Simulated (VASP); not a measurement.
Calculation: PBE GGA with D3 dispersion (zero damping), VASP's PBE PAW potentials (set 64) (plane waves; VASP 6.6.1).

The input files of a VASP run:

**INCAR**
```
! general
SYSTEM  = CsPbBr3
PREC    = Accurate
ENCUT   = 520
LREAL   = .FALSE.
LASPH   = .TRUE.

! electronic loop
EDIFF   = 1E-7
NELM    = 100
ALGO    = Normal
LMAXMIX = 4

! smearing
ISMEAR  = 0
SIGMA   = 0.05

! functional
GGA     = PE
IVDW    = 11

! ions
ISIF    = 2

! output
LWAVE   = .FALSE.
LCHARG  = .FALSE.
```

File POSCAR:
```
CsPbBr3
1
    5.8087739988     0.0000000000     0.0000000000
    0.0000000000     5.8087739988     0.0000000000
    0.0000000000     0.0000000000     5.8087739988
Cs Pb Br
1 1 3
Direct
  0.0000000000   0.0000000000   0.0000000000
  0.5000000000   0.5000000000   0.5000000000
  0.5000000000   0.0000000000   0.5000000000
  0.0000000000   0.5000000000   0.5000000000
  0.5000000000   0.5000000000   0.0000000000
```

### KPOINTS
```
Automatic mesh
0
G
 4 4 4
```

POTCAR, in this order: Cs_sv Pb_d Br (PBE.64 set). Program: vasp_std.

Output of the run:

OSZICAR:
```
       N       E                     dE             d eps       ncg     rms          rms(c)
DAV:   1     0.417325253316E+03    0.41733E+03   -0.18972E+04   520   0.152E+03
DAV:   2     0.298759366083E+02   -0.38745E+03   -0.38042E+03   668   0.342E+02
DAV:   3    -0.145377866826E+02   -0.44414E+02   -0.44235E+02   620   0.126E+02
DAV:   4    -0.162019829142E+02   -0.16642E+01   -0.16609E+01   662   0.325E+01
DAV:   5    -0.162522195482E+02   -0.50237E-01   -0.50200E-01   678   0.455E+00    0.453E+00
DAV:   6    -0.157575443077E+02    0.49468E+00   -0.93445E-01   770   0.997E+00    0.268E+00
DAV:   7    -0.157178328789E+02    0.39711E-01   -0.51922E-01   766   0.437E+00    0.101E+00
DAV:   8    -0.157263260445E+02   -0.84932E-02   -0.61257E-02   676   0.222E+00    0.196E-01
DAV:   9    -0.157266679216E+02   -0.34188E-03   -0.92894E-03   742   0.810E-01    0.106E-01
DAV:  10    -0.157269530043E+02   -0.28508E-03   -0.86302E-04   632   0.190E-01    0.355E-02
DAV:  11    -0.157270200846E+02   -0.67080E-04   -0.16779E-04   644   0.115E-01    0.121E-02
DAV:  12    -0.157270226060E+02   -0.25214E-05   -0.19432E-05   794   0.420E-02    0.865E-03
DAV:  13    -0.157270218791E+02    0.72694E-06   -0.38535E-06   720   0.190E-02    0.280E-03
DAV:  14    -0.157270221437E+02   -0.26467E-06   -0.63552E-07   616   0.536E-03    0.145E-03
DAV:  15    -0.157270221329E+02    0.10865E-07   -0.30964E-08   396   0.174E-03
   1 F= -.16974609E+02 E0= -.16974609E+02  d E =-.109939E-16
```

OUTCAR:
```
------------------------ aborting loop because EDIFF is reached ----------------------------------------
 Edisp (eV)   -1.24759
  FORCE on cell =-STRESS in cart. coord.  units (eV):
  Direction    XX          YY          ZZ          XY          YZ          ZX
  --------------------------------------------------------------------------------------
  Total       2.11385     2.11385     2.11385     0.00000     0.00000    -0.00000
  in kB      17.27954    17.27954    17.27954     0.00000     0.00000    -0.00000
  external pressure =       17.28 kB  Pullay stress =        0.00 kB
  volume of cell :      196.00
      direct lattice vectors                 reciprocal lattice vectors
     5.808773999  0.000000000  0.000000000     0.172153367  0.000000000  0.000000000
     0.000000000  5.808773999  0.000000000     0.000000000  0.172153367  0.000000000
     0.000000000  0.000000000  5.808773999     0.000000000  0.000000000  0.172153367
 POSITION                                       TOTAL-FORCE (eV/Angst)
 -----------------------------------------------------------------------------------
      0.00000      0.00000      0.00000         0.000000      0.000000      0.000000
      2.90439      2.90439      2.90439         0.000000      0.000000      0.000000
      2.90439      0.00000      2.90439         0.000000      0.000000      0.000000
      0.00000      2.90439      2.90439         0.000000      0.000000      0.000000
      2.90439      2.90439      0.00000         0.000000      0.000000      0.000000
 -----------------------------------------------------------------------------------
    total drift:                                0.000000     -0.000000     -0.000000
  FREE ENERGIE OF THE ION-ELECTRON SYSTEM (eV)
  ---------------------------------------------------
  free  energy   TOTEN  =       -16.9746093796 eV

  energy  without entropy=      -16.9746093796  energy(sigma->0) =      -16.97460938
```
(Selected blocks of OUTCAR.)

The compound is CsPbBr3 in the cubic perovskite structure, the ideal cubic form; the compound distorts at low or room temperature. This cell is one point of a volume scan, at 0.94 of the reference volume.
